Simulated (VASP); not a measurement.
## Tl: energy against strain

Tl (hcp, P6_3/mmc, 28.435 Å³/atom and stress up to 0.22 GPa in the relaxed cell, c along z) under a strain ε along c (axis z), the other axes held. PBEsol in VASP (plane waves, PAW), 480 eV, 18×18×8 Γ-centred mesh, Methfessel-Paxton smearing 0.10 eV; ions are relaxed, or left where forces stay under 0.02 eV/Å, within the symmetry of each cell.

Here s stands for strain and y for E less E0.

```
strain (%)  E less E0 (meV/atom)
----------  --------------------
-1.50                       1.02
-1.00                       0.37
-0.50                       0.04
0.00                        0.00
0.50                        0.15
1.00                        0.43
1.50                        0.89
3.00                           ?
```

Taking a parabola for y over the 7 complete rows: Least squares gives y = -0.013 - 0.0114·s + 0.4276·s². Residuals (row less fit): 0.054, -0.056, -0.060, 0.013, 0.062, 0.027, -0.042; standard error 0.063 (degrees of freedom: 4). Twice the quadratic coefficient over the volume, 2 × 0.4276 meV × 10⁴ × 0.1602 / 28.435 Å³, is the elastic constant C33 = about 48 GPa.

### Question
Predict the withheld y at s = 3.00 from the fit, and compare with the calculation.

### Answer
y = -0.013 - 0.0114 × 3.0 + 0.4276 × 3.0² = 3.801 meV/atom. The calculation gives 3.67 meV/atom, 0.131 meV/atom below the prediction (3.6 % of the range of y in the table). The row lies outside the fitted rows, so this is an extrapolation. From the scatter of the fitted rows alone, a prediction at this place has a standard error of 0.242 meV/atom, so the miss is 0.5 times that.

A polynomial of degree 3 through the 12 other runs of the series gives 3.53 there. In a metal these values are sensitive to mesh and smearing; energies are taken to zero smearing, stresses follow the free energy. Spin-orbit coupling is left out, which can shift these values for the heavy elements here. Rows are the converged runs of the series near zero and its far end, less any whose ions stayed unrelaxed beside relaxed ones; series whose fitted rows scatter by over a few per cent of the range, as at a crossing or softening among them, aren't shown in this form. Most that stay on the fit to the last digits aren't either.
